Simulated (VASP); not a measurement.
Calculation: HSE06 screened hybrid, VASP's PBE PAW potentials (set 64) (plane waves; VASP).

The input files of a VASP run:

**POSCAR**
```
Be3MgTe4
1
    5.8898344891     0.0000000000     0.0000000000
    0.0000000000     5.8898344891     0.0000000000
    0.0000000000     0.0000000000     5.8898344891
Mg Te Be
1 4 3
Direct
  0.0000000000   0.0000000000   0.0000000000
  0.2660006376   0.2660006376   0.2660006376
  0.7339993624   0.7339993624   0.2660006376
  0.7339993624   0.2660006376   0.7339993624
  0.2660006376   0.7339993624   0.7339993624
  0.5000000000   0.5000000000   0.0000000000
  0.5000000000   0.0000000000   0.5000000000
  0.0000000000   0.5000000000   0.5000000000
```

KPOINTS:
```
Automatic mesh
0
Gamma
4 4 4
0 0 0
```

**INCAR**
```
! general
SYSTEM   = Be3MgTe4
PREC     = Accurate
ENCUT    = 400
LREAL    = .False.
LASPH    = .True.   ! aspherical one-centre terms
ISYM     = 3

! electronic loop
EDIFF    = 1E-6   ! SCF stop (eV)
NELM     = 60
ALGO     = Normal   ! blocked Davidson
LMAXMIX  = 4   ! l cut-off of mixed one-centre charges

! smearing
ISMEAR   = 0
SIGMA    = 0.05   ! width (eV)

! functional
GGA      = PE   ! PBE
LHFCALC  = .True.
AEXX     = 0.25
HFSCREEN = 0.2
PRECFOCK = Fast

! ions
ISIF     = 2   ! forces and stress, cell fixed

! output
LWAVE    = .False.
LCHARG   = .False.
```

### KPOINTS_OPT
```
k-points along high-symmetry lines
6
Line-mode
Reciprocal
  0.000000   0.000000   0.000000 ! GAMMA
  0.000000   0.500000   0.000000 ! X

  0.000000   0.500000   0.000000 ! X
  0.500000   0.500000   0.000000 ! M

  0.500000   0.500000   0.000000 ! M
  0.000000   0.000000   0.000000 ! GAMMA

  0.000000   0.000000   0.000000 ! GAMMA
  0.500000   0.500000   0.500000 ! R

  0.500000   0.500000   0.500000 ! R
  0.000000   0.500000   0.000000 ! X

  0.500000   0.500000   0.500000 ! R
  0.500000   0.500000   0.000000 ! M
```

POTCAR, in this order: Mg Te Be (PBE.64 set). Program: vasp_std. Read from the step before: WAVECAR.

Output of the run:

File OUTCAR:
```
 ion  position               nearest neighbor table
   1  0.000  0.000  0.000-   2 2.71   3 2.71   4 2.71   5 2.71
   2  0.266  0.266  0.266-   6 2.50   7 2.50   8 2.50   1 2.71
   3  0.734  0.734  0.266-   6 2.50   7 2.50   8 2.50   1 2.71
   4  0.734  0.266  0.734-   6 2.50   7 2.50   8 2.50   1 2.71
   5  0.266  0.734  0.734-   6 2.50   7 2.50   8 2.50   1 2.71
   6  0.500  0.500  0.000-   2 2.50   3 2.50   4 2.50   5 2.50
   7  0.500  0.000  0.500-   2 2.50   3 2.50   4 2.50   5 2.50
   8  0.000  0.500  0.500-   2 2.50   3 2.50   4 2.50   5 2.50
  LATTYP: Found a simple cubic cell.
 ALAT       =     5.8898344891
 Subroutine PRICEL returns:
 Original cell was already a primitive cell.
 Subroutine GETGRP returns: Found 24 space group operations
The static configuration has the point symmetry T_d .
The dynamic configuration has the point symmetry T_d .
 Subroutine INISYM returns: Found 24 space group operations
 Subroutine IBZKPT returns following result:
 Found     10 irreducible k-points:

 Following reciprocal coordinates:
            Coordinates               Weight
  0.000000  0.000000  0.000000      1.000000
  0.250000  0.000000  0.000000      6.000000
  0.500000  0.000000  0.000000      3.000000
...
```

### OSZICAR
```
       N       E                     dE             d eps       ncg     rms          rms(c)
DAV:   1    -0.333085979256E+02   -0.33309E+02   -0.40509E+00   420   0.132E+01    0.196E+01
DAV:   2    -0.333269298591E+02   -0.18332E-01   -0.64785E-02   468   0.234E+00    0.127E+01
DAV:   3    -0.333245921944E+02    0.23377E-02   -0.43840E-03   480   0.341E-01    0.789E+00
DAV:   4    -0.333240402106E+02    0.55198E-03   -0.11177E-03   500   0.153E-01    0.473E+00
DAV:   5    -0.333239036918E+02    0.13652E-03   -0.19917E-04   495   0.636E-02    0.284E+00
DAV:   6    -0.333238615468E+02    0.42145E-04   -0.35077E-05   500   0.295E-02    0.169E+00
DAV:   7    -0.333238537434E+02    0.78034E-05   -0.10449E-05   509   0.168E-02    0.101E+00
DAV:   8    -0.333238550932E+02   -0.13498E-05   -0.35794E-06   442   0.101E-02    0.598E-01
DAV:   9    -0.333238582600E+02   -0.31668E-05   -0.11347E-06   325   0.625E-03    0.356E-01
DAV:  10    -0.333238610026E+02   -0.27426E-05   -0.57400E-07   305   0.476E-03    0.211E-01
DAV:  11    -0.333238628254E+02   -0.18227E-05   -0.19728E-07   280   0.301E-03    0.125E-01
DAV:  12    -0.333238639739E+02   -0.11485E-05   -0.79837E-08   270   0.209E-03    0.745E-02
DAV:  13    -0.333238646638E+02   -0.68985E-06   -0.35924E-08   265   0.155E-03
   1 F= -.33323865E+02 E0= -.33323865E+02  d E =-.292305E-11
       N       E                     dE             ncg
       N       E                     dE             ncg
       N       E                     dE             ncg
       N       E                     dE             ncg
```

**OUTCAR**
```
------------------------ aborting loop because EDIFF is reached ----------------------------------------
  FORCE on cell =-STRESS in cart. coord.  units (eV):
  Direction    XX          YY          ZZ          XY          YZ          ZX
  --------------------------------------------------------------------------------------
  Total       -1.4724140     -1.4724140     -1.4724140     -0.0000000     -0.0000000      0.0000000
  in kB      -11.5459918    -11.5459918    -11.5459918     -0.0000000     -0.0000000      0.0000000
  external PRESSURE =     -11.5459918 kB  Pullay stress =       0.0000000 kB
  volume of cell :      204.32
      direct lattice vectors                 reciprocal lattice vectors
     5.889834489  0.000000000  0.000000000     0.169784058  0.000000000  0.000000000
     0.000000000  5.889834489  0.000000000     0.000000000  0.169784058  0.000000000
     0.000000000  0.000000000  5.889834489     0.000000000  0.000000000  0.169784058
 POSITION                                       TOTAL-FORCE (eV/Angst)
 -----------------------------------------------------------------------------------
      0.00000      0.00000      0.00000         0.000000      0.000000     -0.000000
      1.56670      1.56670      1.56670        -0.007313     -0.007313     -0.007313
      4.32313      4.32313      1.56670         0.007313      0.007313     -0.007313
      4.32313      1.56670      4.32313         0.007313     -0.007313      0.007313
      1.56670      4.32313      4.32313        -0.007313      0.007313      0.007313
      2.94492      2.94492      0.00000         0.000000      0.000000      0.000000
      2.94492      0.00000      2.94492         0.000000     -0.000000     -0.000000
      0.00000      2.94492      2.94492         0.000000      0.000000      0.000000
 -----------------------------------------------------------------------------------
    total drift:                                0.000247      0.000413      0.000258
  FREE ENERGIE OF THE ION-ELECTRON SYSTEM (eV)
  ---------------------------------------------------
  free  energy   TOTEN  =       -33.3238646638 eV

  energy  without entropy=      -33.3238646637  energy(sigma->0) =      -33.32386466

  exchange ACFDT corr.  =         0.00000000  see jH, gK, PRB 81, 115126
```
(Selected blocks of OUTCAR.)

The structure was generated: Be3MgTe4 was put into an ordered model structure (P-43m), which need not be its known phase. It was relaxed first. The cell's shape comes from a PBE relaxation.
